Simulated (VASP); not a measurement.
Input:

```
Ni
1.0
    0.00000     1.71821     1.71821
    1.71821     0.00000     1.71821
    1.71821     1.71821     0.00000
Ni
1
Direct
  0.00000   0.00000   0.00000
```
Starting moments (μB, in the order of the record's atoms Ni): 0.8.

Computed with r2SCAN+rVV10, VASP's PBE PAW potentials (set 64) (plane waves; VASP). Settings: 520 eV cut-off, 18×18×18 Γ-centred mesh, first-order Methfessel-Paxton smearing of 0.10 eV, potentials Ni.

### Question
Give the stress tensor in GPa (positive for a compressed cell).

### Answer

```
6.92  0.00  0.00
0.00  6.92  0.00
0.00  0.00  6.92
```
The pressure is its mean diagonal, 6.92 GPa.

The compound is Ni in the fcc structure. This cell is one point of a volume scan, at 0.97 of the reference volume.
